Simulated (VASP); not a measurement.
Calculation: r2SCAN meta-GGA, VASP's PBE PAW potentials (set 64) (plane waves; VASP).

A VASP calculation is set up with these files.

File POSCAR:
```
CsBr
1
    4.3221371611    -0.0000000000     0.0000000000
    0.0000000000     4.3221371611    -0.0000000000
   -0.0000000000     0.0000000000     4.3221371611
Cs Br
1 1
Direct
  0.0000000000   0.0000000000   0.0000000000
  0.5000000000   0.5000000000   0.5000000000
```

INCAR:
```
# general
SYSTEM =CsBr
PREC   =Accurate
ENCUT  =400   # plane-wave cut-off (eV)
LREAL  =F   # projection in real space or not
LASPH  =T

# electronic loop
EDIFF  =1E-6   # SCF stop (eV)
NELM   =100
ALGO   =Normal   # blocked Davidson
LMAXMIX=4   # l cut-off of mixed one-centre charges
LMIXTAU=T

# smearing
ISMEAR =0
SIGMA  =0.05   # width (eV)

# functional
METAGGA=R2SCAN

# ions
IBRION =2   # conjugate gradients
NSW    =60
ISIF   =3
EDIFFG =-0.01

# output
LWAVE  =F
LCHARG =F
```

### KPOINTS
```
Automatic mesh
0
Gamma
6 6 6
0 0 0
```

POTCAR, in this order: Cs_sv Br (PBE.64 set). Program: vasp_std.

Unless said otherwise, spin-orbit coupling is left out, though it shifts the bands of the heavy elements here.

### Question
What does the run give for the energy per atom (σ→0), band gap (on the k-mesh)?

### Answer

```json
{
  "energy per atom (σ→0)": "-21.161 eV/atom",
  "band gap (on the k-mesh)": "5.18 eV"
}
```

**OSZICAR**
```
...
DAV:  13    -0.423189102259E+02    0.13521E-02   -0.23928E-04   580   0.179E-01    0.378E-02
DAV:  14    -0.423219176896E+02   -0.30075E-02   -0.12312E-03   488   0.401E-01    0.661E-03
DAV:  15    -0.423220372275E+02   -0.11954E-03   -0.64111E-05   536   0.103E-01    0.461E-03
DAV:  16    -0.423220596679E+02   -0.22440E-04   -0.32345E-06   560   0.212E-02    0.449E-03
DAV:  17    -0.423220439439E+02    0.15724E-04   -0.38312E-06   520   0.263E-02    0.210E-03
DAV:  18    -0.423220747291E+02   -0.30785E-04   -0.17513E-05   480   0.554E-02    0.122E-03
DAV:  19    -0.423220749949E+02   -0.26572E-06   -0.19944E-07   376   0.429E-03
   1 F= -.42322075E+02 E0= -.42322075E+02  d E =-.423221E+02
```

The compound is CsBr in the CsCl type structure. It was relaxed first. The start is the result of an earlier pass.
